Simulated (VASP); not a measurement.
Input:

```yaml
crystal:
  lattice:
    - [0.00000, 2.07280, 2.07280]
    - [2.07280, 0.00000, 2.07280]
    - [2.07280, 2.07280, 0.00000]
  atoms:
    - { symbol: Mg, position: [0.00000, 0.00000, 0.00000] }
    - { symbol: O, position: [0.50000, 0.50000, 0.50000] }
```

All values below come from LDA (Ceperley-Alder, Perdew-Zunger), VASP's LDA PAW potentials (set 64) (plane waves; VASP). Settings: 520 eV cut-off, Gaussian smearing of 0.050 eV, potentials Mg O.

**Question.** What does the run give for the band gap (along the path) with the smallest direct gap where there is one?

**Answer.** 
```yaml
band gap (along the path): 5.14 eV
smallest direct gap (along the path): 5.14 eV
```

Only differences to runs with the same potentials and settings are physical.

The compound is MgO in the rock salt structure. It was relaxed first.
